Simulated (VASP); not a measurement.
The system is C, a slab with vacuum.

```
C
1.0
     2.46568    0.00000    0.00000
    -1.23284    2.13534    0.00000
     0.00000    0.00000   21.42895
C
4
Direct
  0.00000 0.00000 0.42080
  0.66667 0.33333 0.42077
  0.00000 0.00000 0.57920
  0.33333 0.66667 0.57923
```

The slab is cut from a database's or a generator's crystal, which needn't be the stable form of the element.

Base run:

| Quantity | Value |
| --- | --- |
| Program | VASP 6.6.1 |
| Functional | PBE0 |
| Potentials or basis | VASP PAW PBE potentials, release 64 (C) |
| Cutoff | 520 eV |
| k mesh | 9 × 9 × 1 |
| Occupations | gaussian, width 0.03 eV |
| Spin | no spin polarisation |

Its results: band gap on the k mesh 0.62 eV, direct; largest force 0.041 eV/Å.

Task: The run is repeated on the same cell with these changes: functional from PBE0 to HSE06. What comes out?

Result: Band gap on the k mesh 0.09 eV, direct; largest force 0.043 eV/Å.

Caveats: the PAW data sets were made with another functional, which shifts forces and pressure a little.

Not every run made on this cell is shown here.
